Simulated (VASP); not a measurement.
Here is the system:

```
CELL_PARAMETERS angstrom
      0.00000     2.08942     2.08942
      2.08942     0.00000     2.08942
      2.08942     2.08942     0.00000
ATOMIC_POSITIONS crystal
  Li 0.00000 0.00000 0.00000
  F  0.50000 0.50000 0.50000
```

These are RPBE GGA, VASP's PBE PAW potentials (set 64) (plane waves; VASP) values and carry that method's errors. Numerical set-up: 520 eV cut-off, 11×11×11 Γ-centred mesh, Gaussian smearing of 0.050 eV, potentials Li_sv F.

**Question.** Give the stress tensor in GPa (positive for a compressed cell).

**Answer.** 
```
-1.61   0.00   0.00
 0.00  -1.61   0.00
 0.00   0.00  -1.61
```
The pressure is its mean diagonal, -1.61 GPa.

The compound is LiF in the rock salt structure. This cell is one point of a volume scan, at 1.03 of the reference volume.
